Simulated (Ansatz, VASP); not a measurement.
# Cross-check of ZnS (Wurtzite-2H) between VASP and Ansatz, part 2 of 3

Aim: how closely do two programs agree when they are given the same cell, functional and k mesh? The cell is taken from a series of runs on this material, whose earlier steps may have relaxed, scaled, displaced or heated it; both programs get it as it stands.

VASP 6.6.1 and Ansatz 0.2.0.

So far: The starting structure; VASP: zone-centre phonons, LDA.

## 2. VASP: zone-centre phonons, LDA (continued)

Level of this step: LDA; plane waves and PAW (S, Zn) (VASP).

Parts of OUTCAR (step 2):

```text
ion  position               nearest neighbor table
   1  0.333  0.667  0.381-   3 2.30   4 2.31   4 2.31   4 2.31
   2  0.667  0.333  0.881-   4 2.30   3 2.31   3 2.31   3 2.31
   3  0.333  0.667  0.004-   1 2.30   2 2.31   2 2.31   2 2.31
   4  0.667  0.333  0.504-   2 2.30   1 2.31   1 2.31   1 2.31

  LATTYP: Found a hexagonal cell.
 ALAT       =     3.7755394883
 C/A-ratio  =     1.6170260679

 Subroutine GETGRP returns: Found 12 space group operations
 (whereof  6 operations were pure point group operations)

The static configuration has the point symmetry C_3v.
 The point group associated with its full space group is C_6v.

 Found     95 irreducible k-points:

   k-points           NKPTS =     95   k-points in BZ     NKDIM =     95   number of bands    NBANDS=     24

   dimension x,y,z NGX =    28 NGY =   28 NGZ =   48
   dimension x,y,z NGXF=    56 NGYF=   56 NGZF=   96

   ENCUT  =  500.0 eV  36.75 Ry    6.06 a.u.   6.88  6.88 11.13*2*pi/ulx,y,z

   NELECT =      36.0000    total number of electrons

 k-points in reciprocal lattice and weights: Automatic mesh
   0.00000000  0.00000000  0.00000000       0.001
   0.08333333  0.00000000  0.00000000       0.005
   0.16666667  0.00000000  0.00000000       0.005
   0.25000000  0.00000000  0.00000000       0.005
   0.33333333  0.00000000  0.00000000       0.005
   0.41666667  0.00000000  0.00000000       0.005
   0.50000000  0.00000000  0.00000000       0.003
   0.08333333  0.08333333  0.00000000       0.005
   0.16666667  0.08333333  0.00000000       0.010
[...]
-1.887769744  3.269713110  0.000000000     0.000000000  0.305837230  0.000000000
     0.000000000  0.000000000  6.105145773     0.000000000  0.000000000  0.163796253

 POSITION                                       TOTAL-FORCE (eV/Angst)
 -----------------------------------------------------------------------------------
     -0.00000      2.17981      2.32580        -0.000000     -0.000000     -0.000244
      1.88777      1.08990      5.37837         0.000000     -0.000000     -0.000244
     -0.00000      2.17981      0.02468         0.000000     -0.000000      0.000244
      1.88777      1.08990      3.07725         0.000000      0.000000      0.000244
 -----------------------------------------------------------------------------------
    total drift:                               -0.000000     -0.000001      0.001009

 MACROSCOPIC STATIC DIELECTRIC TENSOR (including local field effects in DFT)
 ------------------------------------------------------
           6.033892     0.000000     0.000000
           0.000000     6.033892     0.000000
           0.000000     0.000000     6.084429
 ------------------------------------------------------

 PIEZOELECTRIC TENSOR (including local field effects)  for field in x, y, z        (C/m^2)
          XX          YY          ZZ          XY          YZ          ZX
  --------------------------------------------------------------------------------
  x     0.00000     0.00000     0.00000     0.00000     0.00000     0.35458
  y     0.00000     0.00000     0.00000     0.00000     0.35458     0.00000
  z     0.34727     0.34727    -0.73100     0.00000     0.00000     0.00000

 BORN EFFECTIVE CHARGES (including local field effects) (in |e|, cummulative output)
 ---------------------------------------------------------------------------------
 ion    1
    1    -1.87679    -0.00000     0.00000
    2    -0.00000    -1.87679    -0.00000
    3     0.00000     0.00000    -1.95584
 ion    2
    1    -1.87679    -0.00000    -0.00000
    2    -0.00000    -1.87679     0.00000
    3     0.00000     0.00000    -1.95584
 ion    3
    1     1.87679     0.00000     0.00000
    2     0.00000     1.87679     0.00000
    3     0.00000    -0.00000     1.95584
 ion    4
    1     1.87679     0.00000     0.00000
    2     0.00000     1.87679     0.00000
    3    -0.00000     0.00000     1.95584

 Eigenvectors and eigenvalues of the dynamical matrix
 ----------------------------------------------------

   1 f  =   10.394947 THz    65.313377 2PiTHz  346.738102 cm-1    42.990026 meV
             X         Y         Z           dx          dy          dz
     -0.000000  2.179809  2.325801     0.000000    0.000000    0.692114
      1.887770  1.089904  5.378374    -0.000000   -0.000000   -0.692114
     -0.000000  2.179809  0.024680    -0.000000   -0.000000   -0.144839
      1.887770  1.089904  3.077253    -0.000000   -0.000000    0.144839

   2 f  =    8.781100 THz    55.173277 2PiTHz  292.905959 cm-1    36.315694 meV
             X         Y         Z           dx          dy          dz
     -0.000000  2.179809  2.325801     0.573117    0.209910    0.000000
      1.887770  1.089904  5.378374    -0.573117   -0.209910    0.000000
     -0.000000  2.179809  0.024680     0.335257    0.122791   -0.000000
      1.887770  1.089904  3.077253    -0.335257   -0.122791   -0.000000

   3 f  =    8.781100 THz    55.173277 2PiTHz  292.905959 cm-1    36.315694 meV
             X         Y         Z           dx          dy          dz
     -0.000000  2.179809  2.325801     0.209910   -0.573117    0.000000
      1.887770  1.089904  5.378374    -0.209910    0.573117    0.000000
     -0.000000  2.179809  0.024680     0.122791   -0.335257   -0.000000
      1.887770  1.089904  3.077253    -0.122791    0.335257   -0.000000

   4 f  =    8.598453 THz    54.025671 2PiTHz  286.813504 cm-1    35.560326 meV
             X         Y         Z           dx          dy          dz
     -0.000000  2.179809  2.325801    -0.544287   -0.199350   -0.000000
      1.887770  1.089904  5.378374    -0.544287   -0.199350   -0.000000
     -0.000000  2.179809  0.024680     0.380279    0.139281    0.000000
      1.887770  1.089904  3.077253     0.380279    0.139281    0.000000

   5 f  =    8.598453 THz    54.025671 2PiTHz  286.813504 cm-1    35.560326 meV
             X         Y         Z           dx          dy          dz
     -0.000000  2.179809  2.325801    -0.199350    0.544287   -0.000000
      1.887770  1.089904  5.378374    -0.199350    0.544287   -0.000000
     -0.000000  2.179809  0.024680     0.139281   -0.380279    0.000000
      1.887770  1.089904  3.077253     0.139281   -0.380279    0.000000

   6 f  =    8.545549 THz    53.693267 2PiTHz  285.048826 cm-1    35.341534 meV
             X         Y         Z           dx          dy          dz
     -0.000000  2.179809  2.325801     0.000000   -0.000000   -0.578906
      1.887770  1.089904  5.378374     0.000000   -0.000000   -0.578906
     -0.000000  2.179809  0.024680    -0.000000    0.000000    0.406040
      1.887770  1.089904  3.077253    -0.000000    0.000000    0.406040

   7 f  =    5.876415 THz    36.922606 2PiTHz  196.016112 cm-1    24.302890 meV
             X         Y         Z           dx          dy          dz
     -0.000000  2.179809  2.325801    -0.000000    0.000000   -0.144839
      1.887770  1.089904  5.378374    -0.000000    0.000000    0.144839
     -0.000000  2.179809  0.024680     0.000000   -0.000000   -0.692114
      1.887770  1.089904  3.077253    -0.000000    0.000000    0.692114

   8 f  =    2.074481 THz    13.034347 2PiTHz   69.197228 cm-1     8.579359 meV
             X         Y         Z           dx          dy          dz
     -0.000000  2.179809  2.325801    -0.335251   -0.122807    0.000000
      1.887770  1.089904  5.378374     0.335251    0.122807   -0.000000
     -0.000000  2.179809  0.024680     0.573107    0.209937    0.000000
      1.887770  1.089904  3.077253    -0.573107   -0.209937   -0.000000

   9 f  =    2.074481 THz    13.034347 2PiTHz   69.197228 cm-1     8.579359 meV
             X         Y         Z           dx          dy          dz
     -0.000000  2.179809  2.325801    -0.122807    0.335251    0.000000
      1.887770  1.089904  5.378374     0.122807   -0.335251    0.000000
     -0.000000  2.179809  0.024680     0.209937   -0.573107    0.000000
      1.887770  1.089904  3.077253    -0.209937    0.573107    0.000000

  10 f/i=    0.006420 THz     0.040335 2PiTHz    0.214134 cm-1     0.026549 meV
             X         Y         Z           dx          dy          dz
     -0.000000  2.179809  2.325801     0.000000    0.000000    0.406040
      1.887770  1.089904  5.378374     0.000000    0.000000    0.406040
     -0.000000  2.179809  0.024680     0.000000    0.000000    0.578906
      1.887770  1.089904  3.077253     0.000000    0.000000    0.578906

  11 f/i=    0.009223 THz     0.057947 2PiTHz    0.307631 cm-1     0.038141 meV
             X         Y         Z           dx          dy          dz
     -0.000000  2.179809  2.325801     0.001048    0.404982   -0.000000
      1.887770  1.089904  5.378374     0.001048    0.404982   -0.000000
     -0.000000  2.179809  0.024680     0.001499    0.579643   -0.000000
      1.887770  1.089904  3.077253     0.001499    0.579643   -0.000000

  12 f/i=    0.009223 THz     0.057947 2PiTHz    0.307631 cm-1     0.038141 meV
             X         Y         Z           dx          dy          dz
     -0.000000  2.179809  2.325801    -0.404982    0.001048    0.000000
      1.887770  1.089904  5.378374    -0.404982    0.001048    0.000000
     -0.000000  2.179809  0.024680    -0.579643    0.001499    0.000000
      1.887770  1.089904  3.077253    -0.579643    0.001499    0.000000

 MACROSCOPIC STATIC DIELECTRIC TENSOR IONIC CONTRIBUTION
 ------------------------------------------------------
           2.600732     0.000000    -0.000000
           0.000000     2.600732     0.000000
          -0.000000     0.000000     2.855704
 ------------------------------------------------------

 ELASTIC MODULI CONTR FROM IONIC RELAXATION (kBar)
 Direction    XX          YY          ZZ          XY          YZ          ZX
 --------------------------------------------------------------------------------
 XX        -319.1186    145.5282    179.9272     -0.0000      0.0000     -0.0000
 YY         145.5282   -319.1186    179.9272     -0.0000     -0.0000      0.0000
 ZZ         179.9272    179.9272   -372.9907      0.0000      0.0000     -0.0000
 XY          -0.0000     -0.0000      0.0000   -232.3234      0.0000      0.0000
 YZ          -0.0000      0.0000      0.0000      0.0000    -81.7183     -0.0000
 ZX          -0.0000      0.0000     -0.0000      0.0000     -0.0000    -95.3154
 --------------------------------------------------------------------------------

 PIEZOELECTRIC TENSOR IONIC CONTR  for field in x, y, z        (C/m^2)
          XX          YY          ZZ          XY          YZ          ZX
  --------------------------------------------------------------------------------
  x     0.00000    -0.00000    -0.00000     0.00000    -0.00000    -0.46849
  y    -0.00000     0.00000     0.00000    -0.00000    -0.43379    -0.00000
  z    -0.46846    -0.46846     0.97113    -0.00000    -0.00000     0.00000
```

The dielectric response converges more slowly with the mesh than energies do, so tensor and charges may still move on a finer one.

[end of part 2 of 3]

[Lines on the potential files, build, host, timing and source positions are cut from VASP's logs without a mark.]

[Logs are printed without paths, hosts, clocks, repeated set-up lines and the standing remarks that a program may print on its own settings, such as how far it seeks lower states.]

[Hosts, paths, dates, database ids (printed as entryN), source tags and the programs' standing remarks are cut or masked in the printed files.]
